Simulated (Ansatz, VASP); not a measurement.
# MgTiS3 in two plane-wave programs, part 2 of 2

Wanted: the spread between two codes on one cell, functional and k mesh. The cell is invented: As first built, before any earlier steps moved the atoms (in the runner's words): S for O, Mg for Ba in the BaTiO3 structure of space group P4mm. It may not be a known or stable phase. The structure shown is the end of the Ansatz relaxation below.

VASP 6.6.1 and Ansatz 0.2.0.

So far: Set-up; Ansatz: relaxation, PBEsol; VASP: single point, PBEsol; Comparison.

**5. VASP: single point, LDA**

Level of this step: LDA, no spin polarisation; plane waves and PAW (Mg, Ti_sv, S); invented cell (VASP).

With cell and atoms fixed, the geometry can't cause a difference; cores, projectors, grids and the points listed under the comparison can.

File INCAR:

```
SYSTEM = MgTiS3
PREC = Accurate
ENCUT = 400
EDIFF = 1E-06
NELM = 100
ISMEAR = 0
SIGMA = 0.01
LREAL = .FALSE.
ALGO = Normal
GGA = CA
NBANDS = 22
LASPH = .TRUE.
LORBIT = 11
LWAVE = .FALSE.
LCHARG = .FALSE.
KPAR = 2
ISIF = 2
```

File POSCAR:

```
MgTiS3
1.0
    4.6852756375      0.0000000000      0.0000000000
    0.0000000000      4.6852756375      0.0000000000
    0.0000000000      0.0000000000      5.3990990186
Mg Ti S
1 1 3
Direct
    0.5000000000      0.5000000000      0.8233334296
    0.0000000000      0.0000000000      0.1025731428
    0.0000000000      0.5000000000      0.9708846195
    0.5000000000      0.0000000000      0.9708846195
    0.0000000000      0.0000000000      0.4923211786
```

File KPOINTS:

```
Automatic mesh
0
Gamma
6 6 6
0 0 0
```

Potentials, in the order of the species: Mg, Ti_sv and S (LDA family, release 64).

The run is started by

```console
mpirun -np 2 vasp_std
```

Numbers of over 12 decimals in the logs are rounded to 6 here.

The program printed:

```text
[banner, memory and clock lines left out]
running    2 mpi-ranks, on    1 nodes
[...]
LDA part: xc-table for (Slater(with rela. corr.)+CA(PZ))
 , standard interpolation
 POSCAR, INCAR and KPOINTS ok, starting setup
[...]
entering main loop
       N       E                     dE             d eps       ncg     rms          rms(c)
DAV:   1     0.224630429449E+03    0.22463E+03   -0.11715E+04  1800   0.110E+03
DAV:   2    -0.689779285871E+01   -0.23153E+03   -0.22000E+03  2214   0.296E+02
DAV:   3    -0.330546236394E+02   -0.26157E+02   -0.25776E+02  2992   0.917E+01
DAV:   4    -0.342582293850E+02   -0.12036E+01   -0.12010E+01  2480   0.182E+01
[...]
DAV:  14    -0.296270700657E+02   -0.21091E-07   -0.75093E-05  2364   0.632E-02    0.183E-02
DAV:  15    -0.296270773069E+02   -0.72412E-05   -0.81941E-06  1968   0.256E-02    0.828E-03
DAV:  16    -0.296270777082E+02   -0.40137E-06   -0.89171E-07  1462   0.791E-03
   1 F= -.29627078E+02 E0= -.29627078E+02  d E =-.577575E-63
```

OUTCAR, selected parts (step 5):

```text
  Total       -1.6469435     -1.6469435     -1.3619399      0.0000000      0.0000000      0.0000000
  in kB      -22.2637188    -22.2637188    -18.4109814      0.0000000      0.0000000      0.0000000
  external PRESSURE =     -20.9794730 kB  Pullay stress =       0.0000000 kB

 POSITION                                       TOTAL-FORCE (eV/Angst)
 -----------------------------------------------------------------------------------
      2.34264      2.34264      4.44526         0.000000      0.000000      0.150291
      0.00000      0.00000      0.55380         0.000000      0.000000      0.031190
      0.00000      2.34264      5.24190        -0.000000     -0.000000     -0.025060
      2.34264      0.00000      5.24190         0.000000     -0.000000     -0.025060
      0.00000      0.00000      2.65809         0.000000     -0.000000     -0.131360
 -----------------------------------------------------------------------------------
    total drift:                               -0.000000      0.000000      0.001750

  FREE ENERGIE OF THE ION-ELECTRON SYSTEM (eV)
  ---------------------------------------------------
  free  energy   TOTEN  =       -29.6270777082 eV

  energy  without entropy=      -29.6270777082  energy(sigma->0) =      -29.62707771

[... 2 parts as in an earlier step ...]

[... 1 further part left out ...]
[key lines of the parts left out:]
E-fermi :   2.6041
```

The run ends at a pressure of -2.10 GPa, with forces up to 0.15 eV/Å.

**6. Ansatz: single point, LDA**

The same cell, functional (in two slightly different forms) and mesh now go to Ansatz, which takes its cutoff from its data sets.

The cell is taken from a series of runs on this material, whose earlier steps may have relaxed, scaled, displaced or heated it; both programs get it as it stands.

File input.yaml:

```yaml
crystal:
  lattice:
    - [4.6852756375, 0.0, 0.0]
    - [0.0, 4.6852756375, 0.0]
    - [0.0, 0.0, 5.3990990186]
  atoms:
    - { symbol: Mg, position: [0.5, 0.5, 0.8233334296] }
    - { symbol: Ti, position: [0.0, 0.0, 0.1025731428] }
    - { symbol: S, position: [0.0, 0.5, -0.0291153805] }
    - { symbol: S, position: [0.5, 0.0, -0.0291153805] }
    - { symbol: S, position: [0.0, 0.0, 0.4923211786] }
kpoints:
  mp_grid: { grid: [6, 6, 6] }
  band_path: { path: [VBM, CBM], npoints: 30 }
scf:
  occupations: { method: fixed }
hamiltonian:
  xc: lda
output:
  eigenvalues: true
```

The run is started by

```console
ansatz run input.yaml --threads 2 --pin off --max-ram 4096MiB --backend cpu --events-out ev --progress --plain --runs-dir out
```

The program printed:

```text
[...]
Crystal: 5 atoms, lattice volume = 118.520 Å³
Basis set: ecut = 420 eV, 2307 PW (Γ)
Bands: 25, of which v1, the nominal top of the filled ones, is band 20 counted from 1 (19 counted from 0)
Symmetry: 8 space group operations
[...]
k-points: 40 of 216 (time reversal used)
[...]
--- Band table (eV; the first three rows and the last of 40) ---
  k-point 0: bands = [... 16 lower, 3.1097, 3.2358, 3.4591, 3.4591, 4.9303, 5.9588, 7.0198, 7.0198, ... 1 higher]
  k-point 1: bands = [... 16 lower, 3.0220, 3.0351, 3.5378, 3.5378, 4.9347, 6.1887, 7.0360, 7.0360, ... 1 higher]
  k-point 2: bands = [... 16 lower, 2.9007, 2.9007, 3.6404, 3.6404, 4.9437, 6.7927, 7.0688, 7.0688, ... 1 higher]
  k-point 39: bands = [... 16 lower, 2.2203, 4.1593, 4.3822, 4.3822, 5.4170, 6.2902, 6.2902, 7.3063, ... 1 higher]
[key lines of the parts left out:]
SCF converged after 8 iterations
Free energy (F): -6965.679362 eV
Fermi energy:    4.382179 eV
```

**7. Comparison**

What differs besides the data sets and the points named for the pairs above, as far as they apply: the two LDA forms differ slightly; fixed occupations in Ansatz, narrow Gaussian smearing in VASP; VASP's log shows a relativistic correction to its local exchange, Ansatz's none. Total energies have different zeros and are not compared.

The two programs side by side:

| quantity | Ansatz | VASP | difference |
| --- | --- | --- | --- |
| gap on the k mesh (eV) | 0.548 | 0.544 | +0.004 |

A gap on the mesh is an upper bound, since the band edges may lie between its points.

**8. What the set-up changes**

Further runs change the set-up of one program: Ansatz's method, potentials or start, or VASP's data sets, cutoff or form of LDA. The table gives Ansatz less VASP for each quantity, since a change that brings one quantity closer may part another.

| run | gap on the k mesh (eV) |
| --- | --- |
| as above | 0.0040 |
| VASP with GGA = PW92, the form of LDA that Ansatz uses | 0.0037 |
| VASP with the data sets Mg_sv_GW, Ti_sv_GW and S_GW and a cutoff of 690 eV | 5.8e-4 |
| VASP with the data sets Mg, Ti_sv and S_h and a cutoff of 650 eV | 0.0072 |

**9. What came out**

| Item | Value |
| --- | --- |
| difference in gap on the k mesh (single point, PBEsol) | 0.0020 eV |
| r.m.s. force difference (single point, PBEsol) | 9.5 meV/Å |
| difference in gap on the k mesh (single point, LDA) | 0.0040 eV |

In words: The r.m.s. force difference is 9.5 meV/Å (single point, PBEsol), within the 12 meV/Å picked in this series as the mark of a large difference. Single point, LDA, VASP with the data sets Mg_sv_GW, Ti_sv_GW and S_GW and a cutoff of 690 eV: the difference in gap on the k mesh goes from 0.0040 to 5.8e-4 eV. Single point, LDA, VASP with the data sets Mg, Ti_sv and S_h and a cutoff of 650 eV: the difference in gap on the k mesh goes from 0.0040 to 0.0072 eV. How closely two codes agree says nothing of how well the functional describes the real material.

[Lines on the potential files, build, host, timing and source positions are cut from VASP's logs without a mark.]

[Logs are printed without paths, hosts, clocks, repeated set-up lines and the standing remarks that a program may print on its own settings, such as how far it seeks lower states.]

[Hosts, paths, dates, database ids (printed as entryN), source tags and the programs' standing remarks are cut or masked in the printed files.]
